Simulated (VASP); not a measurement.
A convergence study with VASP on HgTe (zinc blende): a few settings are varied, all else stays as given below, so the limit is that of these other settings. The cell's lengths are 1 % over those of the tabulated start and one atom is moved, so it is off equilibrium.

```
HgTe
1.0
    0.00000     3.26230     3.26230
    3.26230     0.00000     3.26230
    3.26230     3.26230     0.00000
Hg Te
1 1
Direct
  0.00000   0.00000   0.00000
  0.24071   0.25929   0.25929
```

Computed with PBEsol GGA, VASP's PBE PAW potentials (set 64) (plane waves; VASP). The last row used: ADDGRID = .TRUE., 500 eV cut-off, 8×8×8 Γ-centred mesh, Gaussian smearing of 0.050 eV, potentials Hg Te.

| setting | E (eV/atom) | pressure (GPa) | largest force (eV/Å) | plane waves |
|---|---|---|---|---|
| ADDGRID = unset, ENCUT = 200, PREC = Low | -2.1367 | -8.13 | 0.196 | 459 |
| ADDGRID = unset, ENCUT = 200, PREC = Normal | -2.1368 | -8.13 | 0.195 | 459 |
| ADDGRID = .TRUE., ENCUT = 200, PREC = Normal | -2.1367 | -8.13 | 0.195 | 459 |
| ADDGRID = .TRUE., ENCUT = 200, PREC = Accurate | -2.1341 | -8.22 | 0.196 | 459 |
| ADDGRID = unset, ENCUT = 300, PREC = Low | -2.1852 | -0.36 | 0.205 | 869 |
| ADDGRID = unset, ENCUT = 300, PREC = Normal | -2.1852 | -0.36 | 0.204 | 869 |
| ADDGRID = .TRUE., ENCUT = 300, PREC = Normal | -2.1853 | -0.36 | 0.204 | 869 |
| ADDGRID = .TRUE., ENCUT = 300, PREC = Accurate | -2.1853 | -0.35 | 0.204 | 869 |
| ADDGRID = unset, ENCUT = 400, PREC = Low | -2.1842 | -0.12 | 0.205 | 1283 |
| ADDGRID = unset, ENCUT = 400, PREC = Normal | -2.1843 | -0.12 | 0.204 | 1283 |
| ADDGRID = .TRUE., ENCUT = 400, PREC = Normal | -2.1843 | -0.12 | 0.205 | 1283 |
| ADDGRID = .TRUE., ENCUT = 400, PREC = Accurate | -2.1843 | -0.12 | 0.205 | 1283 |
| ADDGRID = unset, ENCUT = 500, PREC = Low | -2.1844 | -0.12 | 0.205 | 1807 |
| ADDGRID = unset, ENCUT = 500, PREC = Normal | -2.1843 | -0.11 | 0.204 | 1807 |
| ADDGRID = .TRUE., ENCUT = 500, PREC = Normal | -2.1843 | -0.11 | 0.204 | 1807 |
| ADDGRID = .TRUE., ENCUT = 500, PREC = Accurate | -2.1843 | -0.11 | 0.204 | 1807 |

Left out are rungs that failed or repeat a setting and relaxations that didn't move; long series are thinned to 24 rows.

The compound is HgTe in the zinc blende structure. The cell was not relaxed at this level, it is distorted from the ideal structure.
